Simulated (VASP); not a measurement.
# BeHF3 (Pm-3m) in VASP: a series of runs

Aim: see how the results for BeHF3 move with the level of theory and the settings. Levels: PBE, PBE+TS. Tasks: relaxation of cell and atoms, single point.

All numbers are computed with VASP 6.6.1; they aren't measurements. Logs are shortened: lines on timing, memory, paths and dates and some standing lists are left out, and cuts for length are marked.

**1. The structure**

It takes space group Pm-3m (No. 221, cubic). The conventional cell has a = 3.769 Å, b = 3.769 Å, c = 3.769 Å, α = 90.00°, β = 90.00°, γ = 90.00°. Be (site symmetry m-3m) is surrounded by 6 F at 1.88 Å. H (site symmetry m-3m) is surrounded by 12 F at 2.66 Å. Around F (site symmetry 4/mmm) lie 2 Be at 1.88 Å.

The cell was built by a generator and needn't be a form met in nature.

**2. Relaxation of cell and atoms, PBE**

INCAR reads:

```
PREC = Accurate ; ENCUT = 600
EDIFF = 1E-6 ; ISMEAR = 0
SIGMA = 0.05 ; LREAL = False
LASPH = True ; NELM = 80
ALGO = Fast ; ISIF = 3
LWAVE = False ; LCHARG = False
GGA = PE ; IBRION = 2
NSW = 40 ; EDIFFG = -0.02
```

KPOINTS reads:

```
Automatic mesh
0
Gamma
  7 7 7
```

POSCAR reads:

```
BeHF3
1.0
    3.7688200700      0.0000000000      0.0000000000
    0.0000000000      3.7688200700      0.0000000000
    0.0000000000      0.0000000000      3.7688200700
Be H F
1 1 3
Direct
    0.5000000000      0.5000000000      0.5000000000
    0.0000000000      0.0000000000      0.0000000000
    0.0000000000      0.5000000000      0.5000000000
    0.5000000000      0.0000000000      0.5000000000
    0.5000000000      0.5000000000      0.0000000000
```

Potentials or basis: VASP PAW PBE potentials, release 64 (Be, H, F).

Started as:

```
> cat potpaw_PBE.64/Be/POTCAR potpaw_PBE.64/H/POTCAR potpaw_PBE.64/F/POTCAR > POTCAR
> mpirun -np 1 vasp_std > vasp.out
```

OUTCAR:

```text
PREC = Accurate
   ENCUT = 600
   EDIFF = 1E-6
   ISMEAR = 0
   LREAL = False
   LASPH = True
   NELM = 80
   ISIF = 3
   GGA = PE
   IBRION = 2
   NSW = 40
   EDIFFG = -0.02

 ion  position               nearest neighbor table
   1  0.500  0.500  0.500-   3 1.88   4 1.88   5 1.88   5 1.88   4 1.88   3 1.88
   2  0.000  0.000  0.000-
   3  0.000  0.500  0.500-   1 1.88   1 1.88
   4  0.500  0.000  0.500-   1 1.88   1 1.88
   5  0.500  0.500  0.000-   1 1.88   1 1.88

  LATTYP: Found a simple cubic cell.
 ALAT       =     3.7688200700

  Lattice vectors:

 A1 = (   3.7688200700,   0.0000000000,   0.0000000000)
 A2 = (   0.0000000000,   3.7688200700,   0.0000000000)
 A3 = (   0.0000000000,   0.0000000000,   3.7688200700)

Analysis of symmetry for initial positions (statically):
=====================================================================
 Subroutine PRICEL returns:
 Original cell was already a primitive cell.

 Routine SETGRP: Setting up the symmetry group for a
 simple cubic supercell.

 Subroutine GETGRP returns: Found 48 space group operations
 (whereof 48 operations were pure point group operations)
 out of a pool of 48 trial point group operations.

The static configuration has the point symmetry O_h .

Analysis of symmetry for dynamics (positions and initial velocities):
=====================================================================
 Subroutine PRICEL returns:
 Original cell was already a primitive cell.

 Routine SETGRP: Setting up the symmetry group for a
 simple cubic supercell.

 Subroutine GETGRP returns: Found 48 space group operations
 (whereof 48 operations were pure point group operations)
 out of a pool of 48 trial point group operations.

The dynamic configuration has the point symmetry O_h .

 Subroutine INISYM returns: Found 48 space group operations
 (whereof 48 operations are pure point group operations),
 and found     1 'primitive' translations

----------------------------------------------------------------------------------------

                                     Primitive cell

  volume of cell :      53.5323

  direct lattice vectors                    reciprocal lattice vectors
     3.768820070  0.000000000  0.000000000     0.265335034  0.000000000  0.000000000
     0.000000000  3.768820070  0.000000000     0.000000000  0.265335034  0.000000000
     0.000000000  0.000000000  3.768820070     0.000000000  0.000000000  0.265335034

  length of vectors
     3.768820070  3.768820070  3.768820070     0.265335034  0.265335034  0.265335034

  position of ions in fractional coordinates (direct lattice)
     0.500000000  0.500000000  0.500000000
     0.000000000  0.000000000  0.000000000
     0.000000000  0.500000000  0.500000000
     0.500000000  0.000000000  0.500000000
     0.500000000  0.500000000  0.000000000

  ion indices of the primitive-cell ions
   primitive index   ion index
                 1           1
                 2           2
                 3           3
                 4           4
                 5           5

----------------------------------------------------------------------------------------

 KPOINTS: Automatic mesh

Automatic generation of k-mesh.
 Grid dimensions read from file:
 generate k-points for:    7    7    7

 Generating k-lattice:

  Cartesian coordinates                     Fractional coordinates (reciprocal lattice)
     0.037905005  0.000000000  0.000000000     0.142857143  0.000000000  0.000000000
     0.000000000  0.037905005  0.000000000     0.000000000  0.142857143  0.000000000
     0.000000000  0.000000000  0.037905005     0.000000000  0.000000000  0.142857143

  Length of vectors
     0.037905005  0.037905005  0.037905005

  Shift w.r.t. Gamma in fractional coordinates (k-lattice)
     0.000000000  0.000000000  0.000000000

 Subroutine IBZKPT returns following result:
 ===========================================

 Found     20 irreducible k-points:

 Following reciprocal coordinates:
            Coordinates               Weight
  0.000000  0.000000  0.000000      1.000000
  0.142857  0.000000  0.000000      6.000000
  0.285714  0.000000  0.000000      6.000000
  0.428571  0.000000  0.000000      6.000000
  0.142857  0.142857  0.000000     12.000000
  0.285714  0.142857  0.000000     24.000000
[... 12 lines left out ...]
  0.428571  0.428571  0.285714     24.000000
  0.428571  0.428571  0.428571      8.000000
   k-points           NKPTS =     20   k-points in BZ     NKDIM =     20   number of bands    NBANDS=     16
   number of dos      NEDOS =    301   number of ions     NIONS =      5
   total plane-waves  NPLWV =  27000
   dimension x,y,z NGX =    30 NGY =   30 NGZ =   30
   dimension x,y,z NGXF=    60 NGYF=   60 NGZF=   60
   ions per type =               1   1   3
   NGX,Y,Z   is equivalent  to a cutoff of  13.23, 13.23, 13.23 a.u.
   NGXF,Y,Z  is equivalent  to a cutoff of  26.47, 26.47, 26.47 a.u.
 SYSTEM =  unknown system
   PREC   = accura    normal or accurate (medium, high low for compatibility)
   ISTART =      0    job   : 0-new  1-cont  2-samecut
   ICHARG =      2    charge: 1-file 2-atom 10-const
   ISPIN  =      1    spin polarized calculation?
   LNONCOLLINEAR =      F non collinear calculations
   LSORBIT =      F    spin-orbit coupling
   LASPH  =      T    aspherical Exc in radial PAW
   ENCUT  =  600.0 eV  44.10 Ry    6.64 a.u.   7.53  7.53  7.53*2*pi/ulx,y,z
   NELM   =     80;   NELMIN=  2; NELMDL= -5     # of ELM steps
   EDIFF  = 0.1E-05   stopping-criterion for ELM
   LREAL  =      F    real-space projection
   EDIFFG = -.2E-01   stopping-criterion for IOM
   NSW    =     40    number of steps for IOM
   IBRION =      2    ionic relax: 0-MD 1-quasi-New 2-CG
   NFREE  =      1    steps in history (QN), initial steepest desc. (CG)
   ISIF   =      3    stress and relaxation
   ISYM   =      2    0-nonsym 1-usesym 2-fastsym
   POTIM  = 0.5000    time-step for ionic-motion
   TEBEG  =    0.0;   TEEND  =   0.0 temperature during run
   PSTRESS=    0.0 pullay stress
   NELECT =      24.0000    total number of electrons
   NUPDOWN=      -1.0000    fix difference up-down
   EMIN   =  10.00;   EMAX   =-10.00  energy-range for DOS
   EFERMI =   0.00;   METHOD = LEGACY
   ISMEAR =     0;   SIGMA  =   0.05  broadening in eV -4-tet -1-fermi 0-gaus
   EFERMI_NEDOS =   21; number of points for ismear=-14 and -15
   IALGO  =     68    algorithm
   IMIX   =      4    mixing-type and parameters
     AMIX     =   0.40;   BMIX     =  1.00
     AMIX_MAG =   1.60;   BMIX_MAG =  1.00
  volume/ion in A,a.u.               =      10.71        72.25
  Fermi-wavevector in a.u.,A,eV,Ry     =   1.252968  2.367765 21.360165  1.569928
  Thomas-Fermi vector in A             =   2.386843
   LORBIT       =      0    0 simple, 1 ext, 2 COOP (PROOUT), +10 PAW based schemes
   GGA     = PE    functional components
   LHFCALC =     F    Hartree Fock is set to
   AEXX    =    0.0000 exact exchange contribution
   IVDW    =     0    specifies the selected vdW correction
   LEPSILON=     F    determine dielectric tensor
   LRPA    =     F    only Hartree local field effects (RPA)
 conjugate gradient relaxation of ions
 non-spin polarized calculation
 RMM-DIIS sequential band-by-band and
 Gauss-broadening in eV      SIGMA  =   0.05
  energy-cutoff  :      600.00
  volume of cell :       53.53
 maximum number of plane-waves:      1806
 NGX is ok and might be reduce to    30
   NGX = 15   NGY = 15   NGZ = 15

--------------------------------------- Ionic step        1  -------------------------------------------

 number of electron      24.0000034 magnetization

 Free energy of the ion-electron system (eV)
  ---------------------------------------------------
  ext. energy  EPLUGINS =         0.00000000
  ---------------------------------------------------
  free energy    TOTEN  =       -18.93629589 eV

  energy without entropy =      -18.93577209  energy(sigma->0) =      -18.93603399

------------------------ aborting loop because EDIFF is reached ----------------------------------------

  FORCE on cell =-STRESS in cart. coord.  units (eV):
  Direction    XX          YY          ZZ          XY          YZ          ZX
  --------------------------------------------------------------------------------------
  -------------------------------------------------------------------------------------
  Total       -5.6603340     -5.6603340     -5.6603340     -0.0000000     -0.0000000      0.0000000
  in kB     -169.4089809   -169.4089809   -169.4089809     -0.0000000     -0.0000000      0.0000000
  external PRESSURE =    -169.4089809 kB  Pullay stress =       0.0000000 kB
[... 63 lines left out ...]
  energy  without entropy=      -19.6482510446  energy(sigma->0) =      -19.64850459

--------------------------------------- Ionic step        3  -------------------------------------------

 number of electron      24.0000008 magnetization

 E-fermi :  -0.6480     XC(G=0):  -9.9754

 val. band max:       -0.7043348673   @ k =   0.4286   0.4286   0.4286
 cond. band min:      -0.5327108311   @ k =   0.4286   0.4286   0.4286
 fundamental gap:      0.1716240361
 Fermi energy:        -0.6480135868

 k-point     1 :       0.0000    0.0000    0.0000
  band No.  band energies     occupation
      1     -22.7382      2.00000
      2     -20.7676      2.00000
      3     -20.7676      2.00000
      4      -5.6422      2.00000
      5      -5.6422      2.00000
      6      -5.6422      2.00000
[... 8 lines left out ...]
     15      16.7448      0.00000
     16      16.7448      0.00000
[... 395 lines left out ...]
  energy  without entropy=      -19.7802045764  energy(sigma->0) =      -19.78045558

--------------------------------------- Ionic step        4  -------------------------------------------

 number of electron      23.9999990 magnetization

 Free energy of the ion-electron system (eV)
  ---------------------------------------------------
  ext. energy  EPLUGINS =         0.00000000
  ---------------------------------------------------
  free energy    TOTEN  =       -19.78289451 eV

  energy without entropy =      -19.78239018  energy(sigma->0) =      -19.78264235

 E-fermi :  -0.5331     XC(G=0): -10.0425

 val. band max:       -0.5890023063   @ k =   0.4286   0.4286   0.4286
 cond. band min:      -0.4241661317   @ k =   0.4286   0.4286   0.4286
 fundamental gap:      0.1648361745
 Fermi energy:        -0.5331171387

 k-point     1 :       0.0000    0.0000    0.0000
  band No.  band energies     occupation
      1     -22.7079      2.00000
      2     -20.6771      2.00000
      3     -20.6771      2.00000
      4      -5.6109      2.00000
      5      -5.6109      2.00000
      6      -5.6109      2.00000
[... 8 lines left out ...]
     15      17.0037      0.00000
     16      17.0037      0.00000
[... 391 lines left out ...]
  FREE ENERGIE OF THE ION-ELECTRON SYSTEM (eV)
  ---------------------------------------------------
  free  energy   TOTEN  =       -19.7828945147 eV

  energy  without entropy=      -19.7823901832  energy(sigma->0) =      -19.78264235

 reached required accuracy - stopping structural energy minimisation
```

It took 68 s on 1 thread of Intel Xeon Platinum 8559C (Emerald Rapids), shared host; peak memory 0.17 GiB.

Results:

```yaml
Free_energy: -19.7829 eV
Relaxed_volume: 8.17 Å³/atom
Relaxed_cell: a = 3.444 Å, b = 3.444 Å, c = 3.444 Å, α = 90.00°, β = 90.00°, γ = 90.00°
Space_group_after_relaxing_to_0.05_Å: Pm-3m (No. 221)
Energy_gained_by_relaxing: 169.3 meV/atom
Ionic_steps: 4
Pressure_after_relaxing: 0.2 GPa
Band_gap_on_the_k_mesh: none (metal or under the smearing width)
```

Step by step:
| step | energy change (eV) | largest force (eV/Å) | pressure (GPa) | volume (Å³) |
| --- | --- | --- | --- | --- |
| 1 | 0.0000 | 0.0000 | -16.94 | 53.53 |
| 2 | -0.7125 | 0.0000 | -9.12 | 45.23 |
| 3 | -0.8444 | 0.0000 | -1.37 | 41.43 |
| 4 | -0.8466 | 0.0000 | 0.19 | 40.84 |

Final structure:
```
Be H F
1.0
     3.44382    0.00000    0.00000
     0.00000    3.44382    0.00000
     0.00000    0.00000    3.44382
Be H F
1 1 3
Cartesian
  1.7219 1.7219 1.7219
  0.0000 0.0000 0.0000
  0.0000 1.7219 1.7219
  1.7219 0.0000 1.7219
  1.7219 1.7219 0.0000
```

Levels at points of the mesh, in eV from the Fermi level:
| k point | band 8 | band 9 | band 10 | band 11 | band 12 | band 13 | band 14 | band 15 | band 16 |
| --- | --- | --- | --- | --- | --- | --- | --- | --- | --- |
| (0.00, 0.00, 0.00) | -1.06 | -1.06 | -0.78 | -0.78 | -0.78 | -0.53 | 11.71 | 17.54 | 17.54 |

Caveat: the volume moved by over 15 % at a fixed basis, so the end points are rough.

**3. Single point, PBE+TS (cell strained at random at fixed volume)**

run.py reads:

```python
from ase.calculators.vasp import Vasp
from ase.dft.bandgap import bandgap
from ase.io import read

atoms = read('POSCAR')
calc = Vasp(
    directory='calc',
    xc='pbe',
    pp='PBE',
    setups='recommended',
    prec='Accurate',
    encut=520,
    ediff=1e-07,
    ismear=0,
    sigma=0.01,
    lreal=False,
    lasph=True,
    nelm=100,
    algo='Normal',
    isif=2,
    lwave=False,
    lcharg=False,
    ivdw=2,
    kpts=[7, 7, 7],
    gamma=True,
)
atoms.calc = calc

print('energy (eV):', atoms.get_potential_energy())
print('free energy (eV):', atoms.get_potential_energy(force_consistent=True))
print('forces (eV/A):')
print(atoms.get_forces())
print('stress (eV/A^3, Voigt):', atoms.get_stress())
print('Fermi level (eV):', calc.get_fermi_level())
gap, top, bottom = bandgap(calc)
print('band gap (eV):', gap, 'from (spin, k, band)', top, 'to', bottom)
```

POSCAR: that of step 2 with these lines changed.

```diff
@@ -2,5 +2,5 @@
 1.0
-    3.7688200700      0.0000000000      0.0000000000
-    0.0000000000      3.7688200700      0.0000000000
-    0.0000000000      0.0000000000      3.7688200700
+    3.7201970000      0.0152590000     -0.0363020000
+    0.0152590000      3.8682740000      0.0083170000
+   -0.0363020000      0.0083170000      3.7203480000
 Be H F
```

Potentials or basis: VASP PAW PBE potentials, release 64 (Be, H, F).

Started as:

```
> python run.py
```

What it wrote:

```text
energy (eV): -19.24837241
free energy (eV): -19.24841135
forces (eV/A):
[[ 0.  0. -0.]
 [ 0.  0. -0.]
 [ 0.  0. -0.]
 [-0.  0.  0.]
 [-0. -0. -0.]]
stress (eV/A^3, Voigt): [ 0.11253635  0.10031583  0.1125305   0.00083761 -0.00390138  0.00154102]
Fermi level (eV): -2.39675348
band gap (eV): 0.0 from (spin, k, band) (None, None, None) to (None, None, None)
```

OUTCAR:

```text
ENCUT = 520.000000
   EDIFF = 1.00e-07
   GGA = PE
   PREC = Accurate
   ISIF = 2
   ISMEAR = 0
   NELM = 100
[... 710 lines left out ...]
     -0.01052      1.93830      1.86433         0.000000      0.000000     -0.000000
      1.84195      0.01179      1.84202        -0.000000      0.000000      0.000000
      1.86773      1.94177     -0.01399        -0.000000     -0.000000     -0.000000
 -----------------------------------------------------------------------------------
    total drift:                                0.000000      0.000000      0.000000

  FREE ENERGIE OF THE ION-ELECTRON SYSTEM (eV)
  ---------------------------------------------------
  free  energy   TOTEN  =       -19.2484113499 eV

  energy  without entropy=      -19.2483334695  energy(sigma->0) =      -19.24837241
```

INCAR:

```text
ENCUT = 520.000000
SIGMA = 0.010000
EDIFF = 1.00e-07
ALGO = Normal
GGA = PE
PREC = Accurate
ISIF = 2
ISMEAR = 0
NELM = 100
IVDW = 2
LASPH = .TRUE.
LCHARG = .FALSE.
LWAVE = .FALSE.
LREAL = .FALSE.
```

It took 2 min on 1 thread of Intel Xeon Platinum 8559C (Emerald Rapids), shared host; peak memory 0.25 GiB.

What came out:

- Free energy: -19.2484 eV
- Pressure: -17.4 GPa
- Band gap on the k mesh: none (metal or under the smearing width)
- Hirshfeld charges: Be +0.21; H +0.40; F -0.21, -0.20 e
- Dispersion energy per atom: -0.062 eV

Caveat: atom-pairwise D2, TS and ULG terms overbind metals; pairwise dispersion overbinds metals, which lowers pressure and volume.

**4. The reference run**

An earlier run on the cell as given: functional PBE; potentials or basis VASP PAW PBE potentials, release 64 (Be, H, F); cutoff 520 eV; k mesh 7 × 7 × 7; occupations fermi-dirac, width 0.05 eV; no spin polarisation.

- Pressure: -16.8 GPa
- Band gap on the k mesh: none (metal or under the smearing width)

**5. The runs side by side**

| task | level | cell | cutoff (eV) | smearing | gap on the mesh (eV) | pressure (GPa) |
| --- | --- | --- | --- | --- | --- | --- |
| relaxation of cell and atoms | PBE | relaxed | 600 | gaussian 0.05 eV | none | 0.2 |
| single point | PBE+TS | cell strained at random at fixed volume | 520 | gaussian 0.01 eV | none | -17.4 |
| single point | PBE | as given | 520 | fermi-dirac 0.05 eV | none | -16.8 |

Alike in all rows: potentials or basis VASP PAW PBE potentials, release 64 (Be, H, F); no spin polarisation; k mesh 7 × 7 × 7.

Caveats: the volume moved by over 15 % at a fixed basis, so the end points are rough (some runs); atom-pairwise D2, TS and ULG terms overbind metals (some runs); pairwise dispersion overbinds metals, which lowers pressure and volume (some runs); so large a pressure means that the cell lies far from this level's equilibrium, or that cutoff or potentials fall short (some runs).

Total energies depend on the potentials used, so only differences within one code and one set of settings carry meaning.
